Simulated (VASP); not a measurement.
# SnAu under strain, part 2 of 4

How does the pressure of SnAu answer to a change of volume? The bands are shown for each cell. All runs use r2SCAN. Left out of this account: 1 further run (self-consistent run: a reference on another mesh). The start is a cell from a database of measured crystal structures.

VASP 6.6.1; r2SCAN; plane waves and PAW (Sn_d, Au).

Still holding for the runs below: Spin-orbit coupling is off here; with elements this heavy it splits and shifts levels by tenths of an eV or more.

So far, pressure (GPa): step 2 (bands, cell as listed) 2.91.

### Step 3. Bands, volume times 1.04

The cell is expanded evenly, with fractional positions held.

INCAR reads:

```
SYSTEM = SnAu
PREC = Accurate
ENCUT = 400
EDIFF = 1E-06
NELM = 100
ISMEAR = -1
SIGMA = 0.05
LREAL = .FALSE.
ALGO = Normal
METAGGA = R2SCAN
LASPH = .TRUE.
NBANDS = 39
LORBIT = 11
LWAVE = .FALSE.
LCHARG = .FALSE.
KPAR = 4
```

POSCAR reads:

```
SnAu
1.0
    4.3798881027      0.0000000000      0.0000000000
   -2.1899440514      3.7930943627      0.0000000000
    0.0000000000      0.0000000000      5.5956793873
Sn Au
2 2
Direct
    0.3333333333      0.6666666667      0.2500000000
    0.6666666667      0.3333333333      0.7500000000
    0.0000000000      0.0000000000      0.0000000000
    0.0000000000      0.0000000000      0.5000000000
```

KPOINTS reads:

```
Automatic mesh
0
Gamma
8 8 6
0 0 0
```

KPOINTS_OPT reads:

```
Line mode
16
Line-mode
Reciprocal
  0.00000000   0.00000000   0.00000000 GAMMA
  0.50000000   0.00000000   0.00000000 M

  0.50000000   0.00000000   0.00000000 M
  0.33333333   0.33333333   0.00000000 K

  0.33333333   0.33333333   0.00000000 K
  0.00000000   0.00000000   0.00000000 GAMMA

  0.00000000   0.00000000   0.00000000 GAMMA
  0.00000000   0.00000000   0.50000000 A

  0.00000000   0.00000000   0.50000000 A
  0.50000000   0.00000000   0.50000000 L

  0.50000000   0.00000000   0.50000000 L
  0.33333333   0.33333333   0.50000000 H

  0.33333333   0.33333333   0.50000000 H
  0.00000000   0.00000000   0.50000000 A

  0.50000000   0.00000000   0.50000000 L
  0.50000000   0.00000000   0.00000000 M

  0.33333333   0.33333333   0.00000000 K
  0.33333333   0.33333333   0.50000000 H
```

The projector-augmented-wave data sets are Sn_d and Au (PBE family, release 64).

The run is started by

```console
$ mpirun -np 4 vasp_std
```

Output:

```text
[banner, memory and clock lines left out]
running    4 mpi-ranks, on    1 nodes
 distrk:  each k-point on    1 cores,    4 groups
 distr:  one band on    1 cores,    1 groups

 POSCAR found type information on POSCAR SnAu
 POSCAR found :  2 types and       4 ions
 [... a notice as in an earlier step ...]

 LDA part: xc-table for (None), standard interpolation
 POSCAR, INCAR and KPOINTS ok, starting setup
 FFT: planning ... GRIDC
 FFT: planning ... GRID_SOFT
 FFT: planning ... GRID
 WAVECAR not read
 entering main loop
       N       E                     dE             d eps       ncg     rms          rms(c)
DAV:   1     0.329333550970E+03    0.32933E+03   -0.20180E+04  3501   0.159E+03
DAV:   2    -0.101231370313E+03   -0.43056E+03   -0.40335E+03  3134   0.497E+02
DAV:   3    -0.161808916082E+03   -0.60578E+02   -0.59497E+02  3429   0.141E+02
DAV:   4    -0.164213855716E+03   -0.24049E+01   -0.24021E+01  3663   0.301E+01
DAV:   5    -0.164288291009E+03   -0.74435E-01   -0.74430E-01  4089   0.550E+00    0.113E+01
DAV:   6    -0.151343545369E+03    0.12945E+02   -0.97039E+00  3457   0.236E+01    0.941E+00
DAV:   7    -0.151231348601E+03    0.11220E+00   -0.41886E-01  3675   0.439E+00    0.535E+00
DAV:   8    -0.151244170144E+03   -0.12822E-01   -0.15492E-01  3659   0.234E+00    0.807E-01
DAV:   9    -0.151232655956E+03    0.11514E-01   -0.32327E-02  3506   0.136E+00    0.116E-01
DAV:  10    -0.151233402853E+03   -0.74690E-03   -0.32818E-03  3568   0.256E-01    0.776E-02
DAV:  11    -0.151233534370E+03   -0.13152E-03   -0.20832E-04  3859   0.997E-02    0.330E-02
DAV:  12    -0.151233526990E+03    0.73804E-05   -0.13965E-05  3789   0.233E-02    0.102E-02
DAV:  13    -0.151233523760E+03    0.32298E-05   -0.74973E-06  3214   0.183E-02    0.325E-03
DAV:  14    -0.151233523564E+03    0.19603E-06   -0.41536E-07  2120   0.421E-03
   1 F= -.15123352E+03 E0= -.15123037E+03  d E =-.630335E-02
 Start KPOINTS_OPT (optional k-point list driver)
k-point batch [1-40\144]
       N       E                     dE             ncg
DAV:   1     0.118722595717E+05   -0.27019E+05     3543
DAV:   2    -0.530976735174E+04   -0.17182E+05     3149
DAV:   3    -0.767343897331E+04   -0.23637E+04     3521
DAV:   4    -0.776627161094E+04   -0.92833E+02     3618
DAV:   5    -0.776924730166E+04   -0.29757E+01     4351
DAV:   6    -0.776931829842E+04   -0.70997E-01     4098
DAV:   7    -0.776932066183E+04   -0.23634E-02     4516
DAV:   8    -0.776932068421E+04   -0.22386E-04     3203
DAV:   9    -0.776932068483E+04   -0.62081E-06     2246
[...]
k-point batch [121-144\144]
       N       E                     dE             ncg
DAV:   1     0.246014955384E+05   -0.25006E+05     2101
DAV:   2     0.142091792673E+05   -0.10392E+05     1894
DAV:   3     0.127798373577E+05   -0.14293E+04     2117
DAV:   4     0.127225735325E+05   -0.57264E+02     2159
DAV:   5     0.127207281959E+05   -0.18453E+01     2647
DAV:   6     0.127206866883E+05   -0.41508E-01     2374
DAV:   7     0.127206845957E+05   -0.20926E-02     2752
DAV:   8     0.127206845804E+05   -0.15240E-04     1903
DAV:   9     0.127206845800E+05   -0.43158E-06     1356
```

Wall time 2.6 min (4 MPI ranks of Intel Xeon 6975P-C (Granite Rapids), shared host); peak memory 1.1 GiB; 10 min of CPU time.

From OUTCAR (step 3):

```text
  LATTYP: Found a hexagonal cell.
 ALAT       =     4.3798881027
 C/A-ratio  =     1.2775850104

 Found     40 irreducible k-points:

   dimension x,y,z NGX =    30 NGY =   30 NGZ =   40
   dimension x,y,z NGXF=    60 NGYF=   60 NGZF=   80

   ENCUT  =  400.0 eV  29.40 Ry    5.42 a.u.   7.14  7.14  9.13*2*pi/ulx,y,z

   NELECT =      50.0000    total number of electrons

 E-fermi :   8.0336

 k-point     1 :       0.0000    0.0000    0.0000
  band No.  band energies     occupation
    ...
     19       3.1472      2.00000
     20       3.1472      2.00000
     21       4.0977      2.00000
     22       4.0977      2.00000
     23       7.0221      2.00000
     24       8.9234      0.00000
     25       8.9234      0.00000
     26      11.0555      0.00000
     27      11.2066      0.00000
     28      11.3976      0.00000
    ...

 k-point     2 :       0.1250    0.0000    0.0000
  band No.  band energies     occupation
    ...
     20       3.1777      2.00000
     21       4.0860      2.00000
     22       4.0983      2.00000
     23       6.9834      2.00000
     24       7.2888      2.00000
     25       8.3543      0.00327
     26      10.0577      0.00000
     27      11.7958      0.00000
     28      12.1111      0.00000
     29      12.2621      0.00000
    ...

  Total       -0.5511595     -0.5511595     -0.3113651      0.0000000      0.0000000      0.0000000
  in kB       -9.4990104     -9.4990104     -5.3662520      0.0000000      0.0000000      0.0000000
  external PRESSURE =      -8.1214243 kB  Pullay stress =       0.0000000 kB

  energy-cutoff  :      400.00
  volume of cell :       92.96
      direct lattice vectors                 reciprocal lattice vectors
     4.379888103  0.000000000  0.000000000     0.228316335  0.131818498  0.000000000
    -2.189944051  3.793094363  0.000000000     0.000000000  0.263636995  0.000000000
     0.000000000  0.000000000  5.595679387     0.000000000  0.000000000  0.178709310

 POSITION                                       TOTAL-FORCE (eV/Angst)
 -----------------------------------------------------------------------------------
     -0.00000      2.52873      1.39892        -0.000000      0.000000      0.000000
      2.18994      1.26436      4.19676         0.000000      0.000000      0.000000
      0.00000      0.00000      0.00000         0.000000      0.000000      0.000000
      0.00000      0.00000      2.79784         0.000000      0.000000      0.000000
 -----------------------------------------------------------------------------------
    total drift:                                0.000000     -0.000000      0.000000

  FREE ENERGIE OF THE ION-ELECTRON SYSTEM (eV)
  ---------------------------------------------------
  free  energy   TOTEN  =      -151.2335235637 eV

  energy  without entropy=     -151.2272202115  energy(sigma->0) =     -151.23037189

 total charge
# of ion       s       p       d       tot
------------------------------------------
    1        1.183   1.004   9.996  12.184
    2        1.183   1.004   9.996  12.184
    3        0.642   0.406   8.692   9.741
    4        0.642   0.406   8.692   9.741
--------------------------------------------------
tot          3.651   2.821  37.376  43.849

[... 3 parts as in an earlier step ...]

[... 7 further parts left out ...]
```

This step gave:

| Quantity | Value |
| --- | --- |
| free energy (TOTEN) | -151.2335 eV |
| energy at zero smearing | -151.2304 eV |
| Fermi energy | 8.034 eV |
| pressure | -0.8121 GPa |

The electronic bands at the labelled points (eV, zero at the Fermi level; # counts the bands kept, so #1 is VASP's band 11):

```csv
point,#12,#13,#14,#15,#16,#17,#18,#19
Γ,-3.94,-1.01,0.89,0.89,3.02,3.17,3.36,3.36
0.47 of the way,-3.93,-2.52,-1.16,-0.55,1.06,2.99,4.28,4.54
M,-3.93,-2.07,-1.87,-1.82,-1.24,0.72,3.89,4.90
0.47 of the way,-3.94,-3.31,-1.77,-1.40,0.05,0.68,2.74,2.78
K,-3.97,-3.97,-1.25,-0.18,-0.18,1.06,1.06,1.50
0.47 of the way,-3.94,-3.56,-1.68,-1.22,2.03,2.43,2.69,3.04
Γ,-3.94,-1.01,0.89,0.89,3.02,3.17,3.36,3.36
0.47 of the way,-4.29,-1.14,1.41,1.41,2.13,3.25,3.25,3.82
A,-4.98,0.11,0.11,2.59,2.59,2.59,2.59,4.76
0.53 of the way,-4.90,-1.70,-1.70,1.29,1.29,1.49,1.49,4.34
L,-4.60,-4.00,-4.00,0.58,0.58,1.71,1.71,4.95
0.47 of the way,-4.65,-3.76,-3.76,-1.08,-1.08,3.66,3.66,5.17
H,-4.84,-3.39,-3.39,-2.30,-2.30,5.10,5.10,6.09
0.47 of the way,-4.83,-1.89,-1.89,-0.42,-0.42,2.94,2.94,4.96
A,-4.98,0.11,0.11,2.59,2.59,2.59,2.59,4.76
jump to L,-4.60,-4.00,-4.00,0.58,0.58,1.71,1.71,4.95
0.47 of the way,-4.20,-3.62,-3.22,-0.96,0.38,2.50,2.61,3.07
M,-3.93,-2.07,-1.87,-1.82,-1.24,0.72,3.89,4.90
jump to K,-3.97,-3.97,-1.25,-0.18,-0.18,1.06,1.06,1.50
0.53 of the way,-3.70,-3.70,-3.42,-1.57,-1.57,3.16,3.16,3.93
H,-4.84,-3.39,-3.39,-2.30,-2.30,5.10,5.10,6.09
```

Of the projections kept (Sn, Au), the largest for each band there; the rest of the weight can lie on other orbitals:

```csv
point,#12,#13,#14,#15,#16,#17,#18,#19
Γ,Au 1.00,Au 0.88,Sn 0.66,Sn 0.66,Au 0.62,Sn 0.59,Sn 0.64,Sn 0.64
M,Au 1.00,Sn 0.60,Sn 0.70,Sn 0.77,Au 0.55,Au 0.83,Au 0.59,Sn 0.75
K,Au 1.00,Au 1.00,Sn 0.51,Sn 0.62,Sn 0.62,Sn 0.62,Sn 0.62,Au 0.92
Γ,Au 1.00,Au 0.88,Sn 0.66,Sn 0.66,Au 0.62,Sn 0.59,Sn 0.64,Sn 0.64
A,Au 0.99,Sn 0.74,Sn 0.74,Sn 0.62,Sn 0.62,Sn 0.62,Sn 0.62,Au 0.62
L,Au 0.93,Au 0.80,Au 0.80,Sn 0.56,Sn 0.56,Sn 0.54,Sn 0.54,Sn 0.70
```

 The pressure is -0.81 GPa.

For the pressure, step 2 gave 2.91 GPa; this run, with cell volume +4.0 %, gives -0.812 GPa.

### Step 4. Bands, volume times 1.08

The cell is expanded evenly, with fractional positions held.

INCAR is that of step 3.

POSCAR reads:

```
SnAu
1.0
    4.4353356105      0.0000000000      0.0000000000
   -2.2176678052      3.8411133130      0.0000000000
    0.0000000000      0.0000000000      5.6665182921
Sn Au
2 2
Direct
    0.3333333333      0.6666666667      0.2500000000
    0.6666666667      0.3333333333      0.7500000000
    0.0000000000      0.0000000000      0.0000000000
    0.0000000000      0.0000000000      0.5000000000
```

KPOINTS is that of step 3.

KPOINTS_OPT is that of step 3.

The run is started by

```console
$ mpirun -np 4 vasp_std
```

Output:

```text
[... set-up lines as in an earlier step ...]
 entering main loop
       N       E                     dE             d eps       ncg     rms          rms(c)
DAV:   1     0.324066219142E+03    0.32407E+03   -0.20141E+04  3516   0.157E+03
DAV:   2    -0.101564697294E+03   -0.42563E+03   -0.39868E+03  3148   0.486E+02
DAV:   3    -0.161825728260E+03   -0.60261E+02   -0.59118E+02  3435   0.140E+02
DAV:   4    -0.164199451193E+03   -0.23737E+01   -0.23706E+01  3618   0.299E+01
DAV:   5    -0.164272878580E+03   -0.73427E-01   -0.73422E-01  4147   0.547E+00    0.104E+01
DAV:   6    -0.151305051269E+03    0.12968E+02   -0.98084E+00  3485   0.236E+01    0.906E+00
DAV:   7    -0.151181350888E+03    0.12370E+00   -0.41542E-01  3590   0.432E+00    0.515E+00
DAV:   8    -0.151195647861E+03   -0.14297E-01   -0.17489E-01  3664   0.244E+00    0.831E-01
DAV:   9    -0.151183418814E+03    0.12229E-01   -0.34967E-02  3513   0.139E+00    0.116E-01
DAV:  10    -0.151184193919E+03   -0.77511E-03   -0.33794E-03  3572   0.257E-01    0.753E-02
DAV:  11    -0.151184349955E+03   -0.15604E-03   -0.21787E-04  3773   0.974E-02    0.316E-02
DAV:  12    -0.151184345469E+03    0.44868E-05   -0.16856E-05  3727   0.266E-02    0.105E-02
DAV:  13    -0.151184342279E+03    0.31895E-05   -0.82864E-06  3230   0.192E-02    0.386E-03
DAV:  14    -0.151184342007E+03    0.27172E-06   -0.43147E-07  2099   0.440E-03
   1 F= -.15118434E+03 E0= -.15118036E+03  d E =-.796253E-02
 Start KPOINTS_OPT (optional k-point list driver)
k-point batch [1-40\144]
       N       E                     dE             ncg
DAV:   1     0.112508704469E+05   -0.27497E+05     3550
DAV:   2    -0.601990521785E+04   -0.17271E+05     3157
DAV:   3    -0.844464099779E+04   -0.24247E+04     3464
DAV:   4    -0.854158569361E+04   -0.96945E+02     3646
DAV:   5    -0.854466875978E+04   -0.30831E+01     4252
DAV:   6    -0.854474870748E+04   -0.79948E-01     4172
DAV:   7    -0.854475079121E+04   -0.20837E-02     4515
DAV:   8    -0.854475081559E+04   -0.24376E-04     3397
DAV:   9    -0.854475081613E+04   -0.54264E-06     2176
[...]
k-point batch [121-144\144]
       N       E                     dE             ncg
DAV:   1     0.227122367902E+05   -0.25083E+05     2103
DAV:   2     0.124491983137E+05   -0.10263E+05     1872
DAV:   3     0.110503608967E+05   -0.13988E+04     2117
DAV:   4     0.109955922765E+05   -0.54769E+02     2173
DAV:   5     0.109938519275E+05   -0.17403E+01     2609
DAV:   6     0.109938085348E+05   -0.43393E-01     2442
DAV:   7     0.109938068173E+05   -0.17175E-02     2717
DAV:   8     0.109938067989E+05   -0.18393E-04     2010
DAV:   9     0.109938067985E+05   -0.37164E-06     1364
```

Wall time 2.5 min (4 MPI ranks); peak memory 1.1 GiB.

From OUTCAR (step 4):

```text
  LATTYP: Found a hexagonal cell.
 ALAT       =     4.4353356105
 C/A-ratio  =     1.2775850104

 Found     40 irreducible k-points:

   ENCUT  =  400.0 eV  29.40 Ry    5.42 a.u.   7.23  7.23  9.24*2*pi/ulx,y,z

   NELECT =      50.0000    total number of electrons

 E-fermi :   7.4690

 k-point     1 :       0.0000    0.0000    0.0000
  band No.  band energies     occupation
    ...
     19       2.8063      2.00000
     20       2.8063      2.00000
     21       3.7017      2.00000
     22       3.7017      2.00000
     23       6.4876      2.00000
     24       8.4380      0.00000
     25       8.4380      0.00000
     26      10.2523      0.00000
     27      10.6719      0.00000
     28      10.7652      0.00000
    ...

 k-point     2 :       0.1250    0.0000    0.0000
  band No.  band energies     occupation
    ...
     20       2.8350      2.00000
     21       3.6909      2.00000
     22       3.7023      2.00000
     23       6.4559      2.00000
     24       6.7973      2.00000
     25       7.8861      0.00048
     26       9.4680      0.00000
     27      11.1554      0.00000
     28      11.4833      0.00000
     29      11.5470      0.00000
    ...

  Total       -2.2064062     -2.2064062     -2.2211432     -0.0000000     -0.0000000     -0.0000000
  in kB      -36.6181288    -36.6181288    -36.8627087     -0.0000000     -0.0000000     -0.0000000
  external PRESSURE =     -36.6996554 kB  Pullay stress =       0.0000000 kB

  energy-cutoff  :      400.00
  volume of cell :       96.54
      direct lattice vectors                 reciprocal lattice vectors
     4.435335611  0.000000000  0.000000000     0.225462082  0.130170594  0.000000000
    -2.217667805  3.841113313  0.000000000     0.000000000  0.260341187  0.000000000
     0.000000000  0.000000000  5.666518292     0.000000000  0.000000000  0.176475209

 POSITION                                       TOTAL-FORCE (eV/Angst)
 -----------------------------------------------------------------------------------
     -0.00000      2.56074      1.41663        -0.000000      0.000000      0.000000
      2.21767      1.28037      4.24989         0.000000     -0.000000      0.000000
      0.00000      0.00000      0.00000         0.000000      0.000000      0.000000
      0.00000      0.00000      2.83326         0.000000      0.000000      0.000000
 -----------------------------------------------------------------------------------
    total drift:                               -0.000000      0.000000      0.000000

  FREE ENERGIE OF THE ION-ELECTRON SYSTEM (eV)
  ---------------------------------------------------
  free  energy   TOTEN  =      -151.1843420073 eV

  energy  without entropy=     -151.1763794823  energy(sigma->0) =     -151.18036074

 total charge
# of ion       s       p       d       tot
------------------------------------------
    1        1.193   0.967   9.987  12.147
    2        1.193   0.967   9.987  12.147
    3        0.635   0.375   8.692   9.701
    4        0.635   0.375   8.692   9.701
--------------------------------------------------
tot          3.655   2.683  37.358  43.696

[... 4 parts as in an earlier step ...]

[... 7 further parts left out ...]
```

Numbers from this step:

```
free energy (TOTEN)     : -151.1843 eV
energy at zero smearing : -151.1804 eV
Fermi energy            : 7.469 eV
pressure                : -3.670 GPa
```

The electronic bands at the labelled points (eV, zero at the Fermi level; # counts the bands kept, so #1 is VASP's band 11):

| point | #12 | #13 | #14 | #15 | #16 | #17 | #18 | #19 |
| --- | --- | --- | --- | --- | --- | --- | --- | --- |
| Γ | -3.77 | -0.98 | 0.97 | 0.97 | 2.78 | 3.20 | 3.30 | 3.30 |
| 0.47 of the way | -3.77 | -2.39 | -1.10 | -0.42 | 1.04 | 2.98 | 4.18 | 4.54 |
| M | -3.76 | -1.87 | -1.68 | -1.62 | -1.31 | 0.71 | 3.89 | 4.76 |
| 0.47 of the way | -3.77 | -3.17 | -1.59 | -1.22 | 0.03 | 0.68 | 2.72 | 2.74 |
| K | -3.80 | -3.80 | -1.08 | -0.06 | -0.06 | 1.04 | 1.04 | 1.45 |
| 0.53 of the way | -3.77 | -2.89 | -1.19 | -1.12 | 2.12 | 2.57 | 3.08 | 3.46 |
| Γ | -3.77 | -0.98 | 0.97 | 0.97 | 2.78 | 3.20 | 3.30 | 3.30 |
| 0.53 of the way | -4.18 | -1.08 | 1.59 | 1.59 | 1.75 | 3.15 | 3.15 | 3.97 |
| A | -4.74 | 0.05 | 0.05 | 2.56 | 2.56 | 2.56 | 2.56 | 4.62 |
| 0.53 of the way | -4.66 | -1.64 | -1.64 | 1.34 | 1.34 | 1.47 | 1.47 | 4.29 |
| L | -4.39 | -3.83 | -3.83 | 0.66 | 0.66 | 1.66 | 1.66 | 4.86 |
| 0.47 of the way | -4.44 | -3.61 | -3.61 | -0.98 | -0.98 | 3.57 | 3.57 | 5.07 |
| H | -4.61 | -3.29 | -3.29 | -2.13 | -2.13 | 4.96 | 4.96 | 5.95 |
| 0.53 of the way | -4.64 | -1.42 | -1.42 | 0.07 | 0.07 | 2.60 | 2.60 | 4.73 |
| A | -4.74 | 0.05 | 0.05 | 2.56 | 2.56 | 2.56 | 2.56 | 4.62 |
| jump to L | -4.39 | -3.83 | -3.83 | 0.66 | 0.66 | 1.66 | 1.66 | 4.86 |
| 0.53 of the way | -3.97 | -3.18 | -2.91 | -0.99 | 0.14 | 2.28 | 2.80 | 3.18 |
| M | -3.76 | -1.87 | -1.68 | -1.62 | -1.31 | 0.71 | 3.89 | 4.76 |
| jump to K | -3.80 | -3.80 | -1.08 | -0.06 | -0.06 | 1.04 | 1.04 | 1.45 |
| 0.53 of the way | -3.56 | -3.56 | -3.21 | -1.44 | -1.44 | 3.10 | 3.10 | 3.85 |
| H | -4.61 | -3.29 | -3.29 | -2.13 | -2.13 | 4.96 | 4.96 | 5.95 |

Of the projections kept (Sn, Au), the largest for each band there; the rest of the weight can lie on other orbitals:

```
point      #12      #13      #14      #15      #16      #17      #18      #19
    Γ  Au 1.00  Au 0.88  Sn 0.67  Sn 0.67  Au 0.61  Sn 0.57  Sn 0.64  Sn 0.64
    M  Au 1.00  Sn 0.61  Sn 0.71  Sn 0.77  Au 0.56  Au 0.83  Au 0.58  Sn 0.75
    K  Au 1.00  Au 1.00  Sn 0.52  Sn 0.63  Sn 0.63  Sn 0.62  Sn 0.62  Au 0.93
    Γ  Au 1.00  Au 0.88  Sn 0.67  Sn 0.67  Au 0.61  Sn 0.57  Sn 0.64  Sn 0.64
    A  Au 0.99  Sn 0.73  Sn 0.73  Sn 0.63  Sn 0.63  Sn 0.63  Sn 0.63  Au 0.61
    L  Au 0.94  Au 0.81  Au 0.81  Sn 0.57  Sn 0.57  Sn 0.55  Sn 0.55  Sn 0.70
```

 The pressure is -3.67 GPa.

Between step 2 and this run (cell volume +8.0 %) the value for the pressure moves from 2.91 GPa to -3.67 GPa.

[end of part 2 of 4]

[Lines on the potential files, build, host, timing and source positions are cut from VASP's logs without a mark.]

[Logs are printed without paths, hosts, clocks, repeated set-up lines and the standing remarks that a program may print on its own settings, such as how far it seeks lower states.]

[Hosts, paths, dates, database ids (printed as entryN), source tags and the programs' standing remarks are cut or masked in the printed files.]

[A measured line is paired with the nearest computed mode of its activity, which favours agreement.]
